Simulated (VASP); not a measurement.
# Be2N (I-42d) in VASP: notebook

The runs below take Be2N through single point, relaxation of cell and atoms, with PBE.

Program: VASP 6.6.1. These are calculated values, not measurements. Logs are shortened: lines on timing, memory, paths and dates and some standing lists are left out, and cuts for length are marked.

**1. The cell of the first run**

Symmetry: I-42d, No. 122, tetragonal system. The conventional cell has a = 4.061 Å, b = 4.061 Å, c = 8.143 Å, α = 90.00°, β = 90.00°, γ = 90.00°. Around Be (site symmetry 2) lie 2 N at 1.60 Å. N (site symmetry -4) has 4 Be at 1.60 Å as nearest neighbours.

The cell was built by a generator and needn't be a form met in nature.

**2. Single point, PBE (species swapped into the SiO2 type (I-42d, No. 122))**

Input file INCAR:

```
SYSTEM = Be2N
PREC = Accurate
ENCUT = 520
EDIFF = 1E-6
ISMEAR = 0
SIGMA = 0.1
LREAL = .False.
LASPH = .True.
NELM = 100
ALGO = Fast
ISIF = 2
LWAVE = .False.
LCHARG = .False.
GGA = PE
NBANDS = 18
```

Input file KPOINTS:

```
regular mesh
0
Gamma
  14 14 14
  0 0 0
```

Input file POSCAR:

```
Be2N
1.0
   -2.0304470012      2.0304470012      4.0715240035
    2.0304470012     -2.0304470012      4.0715240035
    2.0304470012      2.0304470012     -4.0715240035
Be N
4 2
Direct
    0.0476749520      0.6250000000      0.9226749520
    0.3750000000      0.2976749520      0.4226749520
    0.7023250480      0.1250000000      0.0773250480
    0.8750000000      0.9523250480      0.5773250480
    0.0000000000      0.0000000000      0.0000000000
    0.7500000000      0.2500000000      0.5000000000
```

Potentials or basis: VASP PAW PBE potentials, release 64 (Be, N).

Started as:

```console
$ cat potpaw_PBE.64/Be/POTCAR potpaw_PBE.64/N/POTCAR > POTCAR
$ mpirun -np 1 vasp_std > vasp.out
```

OUTCAR:

```text
SYSTEM = Be2N
   PREC = Accurate
   ENCUT = 520
   EDIFF = 1E-6
   ISMEAR = 0
   LREAL = .False.
   LASPH = .True.
   NELM = 100
   ISIF = 2
   GGA = PE

 ion  position               nearest neighbor table
   1  0.048  0.625  0.923-   5 1.60   6 1.60
   2  0.375  0.298  0.423-   5 1.60   6 1.60
   3  0.702  0.125  0.077-   5 1.60   6 1.60
   4  0.875  0.952  0.577-   5 1.60   6 1.60
   5  0.000  0.000  0.000-   1 1.60   2 1.60   3 1.60   4 1.60
   6  0.750  0.250  0.500-   1 1.60   2 1.60   3 1.60   4 1.60

  LATTYP: Found a body centered tetragonal cell.
 ALAT       =     4.0608940024
 C/A-ratio  =     2.0052353009

  Lattice vectors:

 A1 = (  -2.0304470012,   2.0304470012,   4.0715240035)
 A2 = (   2.0304470012,  -2.0304470012,   4.0715240035)
 A3 = (   2.0304470012,   2.0304470012,  -4.0715240035)

Analysis of symmetry for initial positions (statically):
=====================================================================
 Subroutine PRICEL returns:
 Original cell was already a primitive cell.

 Routine SETGRP: Setting up the symmetry group for a
 body centered tetragonal supercell.

 Subroutine GETGRP returns: Found  8 space group operations
 (whereof  4 operations were pure point group operations)
 out of a pool of 16 trial point group operations.

The static configuration has the point symmetry S_4 .
 The point group associated with its full space group is D_2d.

Analysis of symmetry for dynamics (positions and initial velocities):
=====================================================================
 Subroutine PRICEL returns:
 Original cell was already a primitive cell.

 Routine SETGRP: Setting up the symmetry group for a
 body centered tetragonal supercell.

 Subroutine GETGRP returns: Found  8 space group operations
 (whereof  4 operations were pure point group operations)
 out of a pool of 16 trial point group operations.

The dynamic configuration has the point symmetry S_4 .
 The point group associated with its full space group is D_2d.

 Subroutine INISYM returns: Found  8 space group operations
 (whereof  4 operations are pure point group operations),
 and found     1 'primitive' translations

----------------------------------------------------------------------------------------

                                     Primitive cell

  volume of cell :      67.1429

  direct lattice vectors                    reciprocal lattice vectors
    -2.030447001  2.030447001  4.071524004     0.000000000  0.246251195  0.122804139
     2.030447001 -2.030447001  4.071524004     0.246251195  0.000000000  0.122804139
     2.030447001  2.030447001 -4.071524004     0.246251195  0.246251195  0.000000000

  length of vectors
     4.982242242  4.982242242  4.982242242     0.275173595  0.275173595  0.348251779

  position of ions in fractional coordinates (direct lattice)
     0.047674952  0.625000000  0.922674952
     0.375000000  0.297674952  0.422674952
     0.702325048  0.125000000  0.077325048
     0.875000000  0.952325048  0.577325048
     0.000000000  0.000000000  0.000000000
     0.750000000  0.250000000  0.500000000

  ion indices of the primitive-cell ions
   primitive index   ion index
                 1           1
                 2           2
                 3           3
                 4           4
                 5           5
                 6           6

----------------------------------------------------------------------------------------

 KPOINTS: regular mesh

Automatic generation of k-mesh.
 Grid dimensions read from file:
 generate k-points for:   14   14   14

 Generating k-lattice:

  Cartesian coordinates                     Fractional coordinates (reciprocal lattice)
     0.000000000  0.017589371  0.008771724     0.071428571  0.000000000 -0.000000000
     0.017589371  0.000000000  0.008771724     0.000000000  0.071428571 -0.000000000
     0.017589371  0.017589371  0.000000000     0.000000000  0.000000000  0.071428571

  Length of vectors
     0.019655257  0.019655257  0.024875127

  Shift w.r.t. Gamma in fractional coordinates (k-lattice)
     0.000000000  0.000000000  0.000000000

 Subroutine IBZKPT returns following result:
 ===========================================

 Found    244 irreducible k-points:

 Following reciprocal coordinates:
            Coordinates               Weight
  0.000000  0.000000  0.000000      1.000000
  0.071429 -0.000000  0.000000      8.000000
  0.142857  0.000000  0.000000      8.000000
  0.214286 -0.000000  0.000000      8.000000
  0.285714  0.000000  0.000000      8.000000
  0.357143 -0.000000  0.000000      8.000000
[... 16 lines left out ...]
  0.214286  0.142857  0.000000     16.000000
  0.285714  0.142857  0.000000     16.000000
 [... further k-points ...]
   k-points           NKPTS =    244   k-points in BZ     NKDIM =    244   number of bands    NBANDS=     18
   number of dos      NEDOS =    301   number of ions     NIONS =      6
   total plane-waves  NPLWV =  64000
   dimension x,y,z NGX =    40 NGY =   40 NGZ =   40
   dimension x,y,z NGXF=    80 NGYF=   80 NGZF=   80
   ions per type =               4   2
   NGX,Y,Z   is equivalent  to a cutoff of  13.35, 13.35, 13.35 a.u.
   NGXF,Y,Z  is equivalent  to a cutoff of  26.69, 26.69, 26.69 a.u.
 SYSTEM =  Be2N
   PREC   = accura    normal or accurate (medium, high low for compatibility)
   ISTART =      0    job   : 0-new  1-cont  2-samecut
   ICHARG =      2    charge: 1-file 2-atom 10-const
   ISPIN  =      1    spin polarized calculation?
   LNONCOLLINEAR =      F non collinear calculations
   LSORBIT =      F    spin-orbit coupling
   LASPH  =      T    aspherical Exc in radial PAW
   ENCUT  =  520.0 eV  38.22 Ry    6.18 a.u.   9.26  9.26  9.26*2*pi/ulx,y,z
   NELM   =    100;   NELMIN=  2; NELMDL= -5     # of ELM steps
   EDIFF  = 0.1E-05   stopping-criterion for ELM
   LREAL  =      F    real-space projection
   EDIFFG = 0.1E-04   stopping-criterion for IOM
   NSW    =      0    number of steps for IOM
   IBRION =     -1    ionic relax: 0-MD 1-quasi-New 2-CG
   NFREE  =      0    steps in history (QN), initial steepest desc. (CG)
   ISIF   =      2    stress and relaxation
   ISYM   =      2    0-nonsym 1-usesym 2-fastsym
   POTIM  = 0.5000    time-step for ionic-motion
   TEBEG  =    0.0;   TEEND  =   0.0 temperature during run
   PSTRESS=    0.0 pullay stress
   NELECT =      18.0000    total number of electrons
   NUPDOWN=      -1.0000    fix difference up-down
   EMIN   =  10.00;   EMAX   =-10.00  energy-range for DOS
   EFERMI =   0.00;   METHOD = LEGACY
   ISMEAR =     0;   SIGMA  =   0.10  broadening in eV -4-tet -1-fermi 0-gaus
   EFERMI_NEDOS =   21; number of points for ismear=-14 and -15
   IALGO  =     68    algorithm
   IMIX   =      4    mixing-type and parameters
     AMIX     =   0.40;   BMIX     =  1.00
     AMIX_MAG =   1.60;   BMIX_MAG =  1.00
  volume/ion in A,a.u.               =      11.19        75.52
  Fermi-wavevector in a.u.,A,eV,Ry     =   1.055599  1.994793 15.160821  1.114289
  Thomas-Fermi vector in A             =   2.190803
   LORBIT       =      0    0 simple, 1 ext, 2 COOP (PROOUT), +10 PAW based schemes
   GGA     = PE    functional components
   LHFCALC =     F    Hartree Fock is set to
   AEXX    =    0.0000 exact exchange contribution
   IVDW    =     0    specifies the selected vdW correction
   LEPSILON=     F    determine dielectric tensor
   LRPA    =     F    only Hartree local field effects (RPA)
 non-spin polarized calculation
 RMM-DIIS sequential band-by-band and
 Gauss-broadening in eV      SIGMA  =   0.10
  energy-cutoff  :      520.00
  volume of cell :       67.14
 maximum number of plane-waves:      1832
 NGX is ok and might be reduce to    40
   NGX = 19   NGY = 19   NGZ = 19

 number of electron      17.9999999 magnetization

 Free energy of the ion-electron system (eV)
  ---------------------------------------------------
  ext. energy  EPLUGINS =         0.00000000
  ---------------------------------------------------
  free energy    TOTEN  =       -33.21445585 eV

  energy without entropy =      -33.19463592  energy(sigma->0) =      -33.20454588

 E-fermi :   3.7078     XC(G=0):  -9.1680

 val. band max:        3.7068943757   @ k =  -0.3571  -0.3571   0.1429
 cond. band min:       3.7083800547   @ k =   0.5000   0.3571   0.0000
 fundamental gap:      0.0014856791
 Fermi energy:         3.7078425351

 k-point     1 :       0.0000    0.0000    0.0000
  band No.  band energies     occupation
      1     -12.5352      2.00000
      2     -11.3056      2.00000
      3      -2.3477      2.00000
      4      -1.4787      2.00000
      5      -1.4787      2.00000
      6      -1.0755      2.00000
[... 10 lines left out ...]
     17      13.6781      0.00000
     18      14.1049      0.00000

 k-point     2 :       0.0714   -0.0000    0.0000
  band No.  band energies     occupation
      1     -12.5209      2.00000
      2     -11.3149      2.00000
      3      -2.3577      2.00000
      4      -1.6112      2.00000
      5      -1.5113      2.00000
      6      -0.9802      2.00000
[... 10 lines left out ...]
     17      13.6875      0.00000
     18      14.0555      0.00000

 k-point     3 :       0.1429    0.0000    0.0000
  band No.  band energies     occupation
      1     -12.4792      2.00000
      2     -11.3424      2.00000
      3      -2.4033      2.00000
      4      -1.8899      2.00000
      5      -1.5682      2.00000
      6      -0.8257      2.00000
[... 412 lines left out ...]
 k-point    23 :       0.2143    0.1429    0.0000
  band No.  band energies     occupation
      1     -12.3283      2.00000
      2     -11.4586      2.00000
      3      -2.5044      2.00000
      4      -2.4696      2.00000
      5      -1.5547      2.00000
      6      -0.9655      2.00000
[... 10 lines left out ...]
     17      12.1207      0.00000
     18      12.9856      0.00000

 k-point    24 :       0.2857    0.1429    0.0000
  band No.  band energies     occupation
      1     -12.2451      2.00000
      2     -11.5162      2.00000
      3      -2.7716      2.00000
      4      -2.5669      2.00000
      5      -1.5572      2.00000
      6      -0.9177      2.00000
[... 10 lines left out ...]
     17      12.0823      0.00000
     18      12.8314      0.00000

 [... further k-points ...]

------------------------ aborting loop because EDIFF is reached ----------------------------------------

  FORCE on cell =-STRESS in cart. coord.  units (eV):
  Direction    XX          YY          ZZ          XY          YZ          ZX
  --------------------------------------------------------------------------------------
  -------------------------------------------------------------------------------------
  Total        0.0618505      0.0618505      0.0575428      0.0000000      0.0000000      0.0000000
  in kB        1.4758894      1.4758894      1.3730978      0.0000000      0.0000000      0.0000000
  external PRESSURE =       1.4416256 kB  Pullay stress =       0.0000000 kB

 VOLUME and BASIS-vectors are now :
 -----------------------------------------------------------------------------
  energy-cutoff  :      520.00
  volume of cell :       67.14
      direct lattice vectors                 reciprocal lattice vectors
    -2.030447001  2.030447001  4.071524004     0.000000000  0.246251195  0.122804139
     2.030447001 -2.030447001  4.071524004     0.246251195  0.000000000  0.122804139
     2.030447001  2.030447001 -4.071524004     0.246251195  0.246251195  0.000000000

 POSITION                                       TOTAL-FORCE (eV/Angst)
 -----------------------------------------------------------------------------------
      3.04567      0.70121     -1.01788         0.000000      0.006509      0.000000
      0.70121      1.01522      1.01788         0.006509      0.000000      0.000000
     -1.01522      1.32923      3.05364        -0.000000     -0.006509      0.000000
      1.32923      1.01522      5.08941        -0.006509     -0.000000      0.000000
      0.00000      0.00000      0.00000         0.000000      0.000000      0.000000
      0.00000      2.03045      2.03576        -0.000000      0.000000      0.000000
 -----------------------------------------------------------------------------------
    total drift:                               -0.000001     -0.000001     -0.000001

  FREE ENERGIE OF THE ION-ELECTRON SYSTEM (eV)
  ---------------------------------------------------
  free  energy   TOTEN  =       -33.2144558473 eV

  energy  without entropy=      -33.1946359151  energy(sigma->0) =      -33.20454588
```

It took 2.6 min on 1 thread of Intel Xeon 6975P-C (Granite Rapids), shared host; peak memory 0.4 GiB.

What came out:

```
Free energy            : -33.2145 eV
Pressure               : 0.1 GPa
Largest force          : 0.007 eV/Å
Band gap on the k mesh : none (metal or under the smearing width)
```

Forces in eV/Å, atoms in the order of the input:
```
Be   0.000  0.007  0.000
Be   0.007  0.000  0.000
Be   0.000 -0.007  0.000
Be  -0.007  0.000  0.000
N    0.000  0.000  0.000
N    0.000  0.000  0.000
```

Levels at points of the mesh, in eV from the Fermi level:
| k point | band 5 | band 6 | band 7 | band 8 | band 9 | band 10 | band 11 | band 12 | band 13 | band 14 |
| --- | --- | --- | --- | --- | --- | --- | --- | --- | --- | --- |
| (0.00, 0.00, 0.00) | -5.19 | -4.78 | -3.82 | -3.82 | -2.79 | 0.23 | 2.09 | 4.61 | 5.19 | 5.19 |
| (0.50, 0.00, 0.00) | -5.05 | -4.28 | -4.12 | -3.94 | 0.14 | 0.35 | 1.85 | 3.95 | 4.71 | 5.63 |
| (0.50, 0.50, 0.00) | -5.53 | -5.53 | -3.70 | -3.70 | -0.08 | -0.08 | 3.95 | 3.95 | 5.06 | 5.06 |
| (0.50, 0.50, 0.50) | -5.06 | -5.06 | -3.97 | -3.97 | -1.22 | -1.22 | 4.47 | 4.47 | 5.24 | 5.24 |

(Part 1 of 2 ends here.)
